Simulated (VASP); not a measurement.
Input:

```yaml
crystal:
  lattice:
    - [0.00000, 2.71373, 2.71373]
    - [2.71373, 0.00000, 2.71373]
    - [2.71373, 2.71373, 0.00000]
  atoms:
    - { symbol: Zn, position: [0.00000, 0.00000, 0.00000] }
    - { symbol: S, position: [0.25000, 0.25000, 0.25000] }
```

Method: AM05 GGA, VASP's PBE PAW potentials (set 64) (plane waves; VASP). Run with 520 eV cut-off, 9×9×9 Γ-centred mesh, Gaussian smearing of 0.050 eV, potentials Zn S.

**Question.** The job: ZnS (zinc blende), 2 atoms, AM05, static run, 520 eV, 9×9×9 Γ-centred mesh. Roughly how much core time does it take on a busy server core?

**Answer.** About 20 core-seconds (one run on a shared machine, a rough figure). It had 35 irreducible k-points, 13 bands, up to 1089 plane waves and 14 electronic steps.

The compound is ZnS in the zinc blende structure. This cell is one point of a volume scan, at 1.03 of the reference volume.
